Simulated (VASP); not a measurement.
# CoB2Ir2 (Fddd) in VASP: a series of runs, part 2 of 2

VASP 6.6.1. Earlier steps stand in the parts before.

## 4. Single point, PBE

The input, INCAR:

```
SYSTEM = CoB2Ir2
PREC     = Accurate       ! precision mode
ENCUT    = 520            ! plane-wave cutoff, eV
EDIFF    = 1E-6           ! SCF threshold, eV
ISMEAR   = -1             ! smearing method
SIGMA    = 0.1            ! smearing width, eV
LREAL    = .False.        ! projectors in reciprocal space
LASPH    = .True.         ! aspherical terms in the spheres
NELM     = 100            ! most SCF steps
ALGO     = Normal         ! electronic algorithm
ISIF     = 2              ! what is computed and relaxed
LWAVE    = .False.        ! write WAVECAR
LCHARG   = .True.         ! write CHGCAR
GGA      = PE             ! functional
LELF     = .True.         ! ELF
LVHAR    = .True.       
NBANDS   = 44             ! bands
```

The input, KPOINTS:

```
Automatic mesh
0
Gamma
  4 4 4
  0.5 0.5 0.5
```

The input, POSCAR:

```
CoB2Ir2
1.0
    0.0000000000      4.2462720000      2.7250570000
    0.0000000000     -4.2462720000      2.7250570000
    4.8194440000      0.0000000000     -2.7250570000
Ir B Co
4 4 2
Direct
    0.7456600000      0.4956600000      0.9913200000
    0.0043400000      0.7543400000      0.5086800000
    0.2543400000      0.5043400000      0.0086800000
    0.9956600000      0.2456600000      0.4913200000
    0.6970000000      0.8030000000      0.2500000000
    0.0530000000      0.4470000000      0.2500000000
    0.3030000000      0.1970000000      0.7500000000
    0.9470000000      0.5530000000      0.7500000000
    0.3750000000      0.1250000000      0.2500000000
    0.6250000000      0.8750000000      0.7500000000
```

Potentials or basis: VASP PAW PBE potentials, release 64 (Ir, B, Co).

Started as:

```bash
cat potpaw_PBE.64/Ir/POTCAR potpaw_PBE.64/B/POTCAR potpaw_PBE.64/Co/POTCAR > POTCAR
mpirun -np 1 vasp_std > vasp.out
```

OUTCAR:

```text
SYSTEM = CoB2Ir2
   PREC = Accurate
   ENCUT = 520
   EDIFF = 1E-6
   ISMEAR = -1
   LREAL = .False.
   LASPH = .True.
   NELM = 100
   ISIF = 2
   GGA = PE

 ion  position               nearest neighbor table
   1  0.746  0.496  0.991-   7 1.89   8 1.89   5 1.96   6 1.96   2 2.49   3 2.52   3 2.52  10 2.78
                            10 2.78   9 3.00   9 3.00
   2  0.004  0.754  0.509-   7 1.89   8 1.89   5 1.96   6 1.96   1 2.49   4 2.52   4 2.52  10 2.78
                            10 2.78   9 3.00   9 3.00
   3  0.254  0.504  0.009-   5 1.89   6 1.89   7 1.96   8 1.96   4 2.49   1 2.52   1 2.52   9 2.78
                             9 2.78  10 3.00  10 3.00
   4  0.996  0.246  0.491-   5 1.89   6 1.89   7 1.96   8 1.96   3 2.49   2 2.52   2 2.52   9 2.78
                             9 2.78  10 3.00  10 3.00
   5  0.697  0.803  0.250-   3 1.89   4 1.89   1 1.96   2 1.96
   6  0.053  0.447  0.250-   3 1.89   4 1.89   1 1.96   2 1.96
   7  0.303  0.197  0.750-   1 1.89   2 1.89   3 1.96   4 1.96
   8  0.947  0.553  0.750-   1 1.89   2 1.89   3 1.96   4 1.96
[... 209 lines left out ...]
      3      -1.2287      2.00000
      4      -0.3581      2.00000
      5       0.3922      2.00000
      6       1.1055      2.00000
[... 694 lines left out ...]
     43      14.7398      0.00000
     44      15.0693      0.00000

------------------------ aborting loop because EDIFF is reached ----------------------------------------

  FORCE on cell =-STRESS in cart. coord.  units (eV):
  Direction    XX          YY          ZZ          XY          YZ          ZX
  --------------------------------------------------------------------------------------
  -------------------------------------------------------------------------------------
  Total       53.3529681     46.1800216     33.1583519      0.0000000     -0.0000000      0.0000000
  in kB      766.4058876    663.3677884    476.3138214      0.0000000     -0.0000000      0.0000000
  external PRESSURE =     635.3624991 kB  Pullay stress =       0.0000000 kB

 VOLUME and BASIS-vectors are now :
 -----------------------------------------------------------------------------
  energy-cutoff  :      520.00
  volume of cell :      111.53
      direct lattice vectors                 reciprocal lattice vectors
     0.000000000  4.246272000  2.725057000     0.103746407  0.117750347  0.183482401
     0.000000000 -4.246272000  2.725057000     0.103746407 -0.117750347  0.183482401
     4.819444000  0.000000000 -2.725057000     0.207492815  0.000000000  0.000000000

 POSITION                                       TOTAL-FORCE (eV/Angst)
 -----------------------------------------------------------------------------------
      4.77761      1.06157      0.68126        -2.491155     -0.000000     -0.000000
      2.45155     -3.18470      0.68126         2.491155     -0.000000      0.000000
      0.04183     -1.06157      2.04379         2.491155     -0.000000     -0.000000
      2.36789      3.18470      2.04379        -2.491155     -0.000000      0.000000
      1.20486     -0.45010      3.40632        -0.000000     -2.761517     -0.000000
      1.20486     -1.67303      0.68126        -0.000000      2.761517     -0.000000
      3.61458      0.45010     -0.68126        -0.000000      2.761517      0.000000
      3.61458      1.67303      2.04379        -0.000000     -2.761517     -0.000000
      1.20486      1.06157      0.68126        -0.000000     -0.000000     -0.000000
      3.61458     -1.06157      2.04379        -0.000000     -0.000000     -0.000000
 -----------------------------------------------------------------------------------
    total drift:                               -0.000000     -0.000000      0.000000

  FREE ENERGIE OF THE ION-ELECTRON SYSTEM (eV)
  ---------------------------------------------------
  free  energy   TOTEN  =       -68.6882190004 eV

  energy  without entropy=      -68.3211489147  energy(sigma->0) =      -68.50468396
```

OSZICAR:

```text
N       E                     dE             d eps       ncg     rms          rms(c)
DAV:   1     0.663264421261E+03    0.66326E+03   -0.29002E+04  1320   0.161E+03
DAV:   2    -0.712087478068E+01   -0.67039E+03   -0.63108E+03  1324   0.443E+02
DAV:   3    -0.782288673111E+02   -0.71108E+02   -0.65027E+02  1624   0.153E+02
DAV:   4    -0.818586925553E+02   -0.36298E+01   -0.35466E+01  1696   0.338E+01
DAV:   5    -0.819796557993E+02   -0.12096E+00   -0.12052E+00  1792   0.551E+00    0.736E+01
DAV:   6    -0.118324102005E+03   -0.36344E+02   -0.19103E+02  1892   0.152E+02    0.733E+01
DAV:   7    -0.682544269688E+02    0.50070E+02   -0.10435E+02  1748   0.151E+02    0.113E+01
DAV:   8    -0.691202593845E+02   -0.86583E+00   -0.11095E+01  1624   0.237E+01    0.123E+01
DAV:   9    -0.691258915314E+02   -0.56321E-02   -0.23466E+00  1888   0.193E+01    0.771E+00
DAV:  10    -0.688295937102E+02    0.29630E+00   -0.25268E-01  1920   0.672E+00    0.475E+00
DAV:  11    -0.687279062965E+02    0.10169E+00   -0.60137E-02  2088   0.263E+00    0.270E+00
DAV:  12    -0.687013521120E+02    0.26554E-01   -0.21392E-02  1960   0.132E+00    0.163E+00
DAV:  13    -0.686922727010E+02    0.90794E-02   -0.50273E-03  1884   0.708E-01    0.855E-01
DAV:  14    -0.686889199907E+02    0.33527E-02   -0.25157E-03  2096   0.490E-01    0.390E-01
DAV:  15    -0.686883806145E+02    0.53938E-03   -0.72613E-04  1828   0.223E-01    0.178E-01
DAV:  16    -0.686882123340E+02    0.16828E-03   -0.25882E-04  2124   0.178E-01    0.197E-02
DAV:  17    -0.686882189228E+02   -0.65889E-05   -0.49971E-05  1420   0.575E-02    0.212E-02
DAV:  18    -0.686882190004E+02   -0.77557E-07   -0.53231E-07   940   0.416E-03
   1 F= -.68688219E+02 E0= -.68504684E+02  d E =-.367070E+00
```

stdout:

```text
POSCAR found type information on POSCAR IrB Co
 POSCAR found :  3 types and      10 ions
 scaLAPACK will be used
 LDA part: xc-table for (Slater+PW92), standard interpolation
 POSCAR, INCAR and KPOINTS ok, starting setup
 FFT: planning ... GRIDC
 FFT: planning ... GRID_SOFT
 FFT: planning ... GRID
 WAVECAR not read
 entering main loop
```

It took 93 s on 1 thread of Intel Xeon Platinum 8375C at 2.90GHz (Ice Lake), shared host; peak memory 0.28 GiB.

What came out:

| Quantity | Value |
| --- | --- |
| Free energy | -68.6882 eV |
| Pressure | 63.5 GPa |
| Largest force | 2.762 eV/Å |
| Band gap on the k mesh | none (metal or under the smearing width) |

Forces in eV/Å, atoms in the order of the input:
```
Ir  -2.491  0.000  0.000
Ir   2.491  0.000  0.000
Ir   2.491  0.000  0.000
Ir  -2.491  0.000  0.000
B    0.000 -2.762  0.000
B    0.000  2.762  0.000
B    0.000  2.762  0.000
B    0.000 -2.762  0.000
Co   0.000  0.000  0.000
Co   0.000  0.000  0.000
```

Stress tensor (GPa, compression positive):
```
76.64  0.00  0.00
 0.00 66.34  0.00
 0.00  0.00 47.63
```

Caveat: the k mesh is coarse (spacing up to 0.38 Å⁻¹), so the values aren't converged; a pressure of tens of GPa on the cell as given is suspect, and the run, the potentials or the cell itself is likely at fault; forces of over 1 eV/Å show positions far from the minimum, so gaps and moduli don't describe the material at rest.
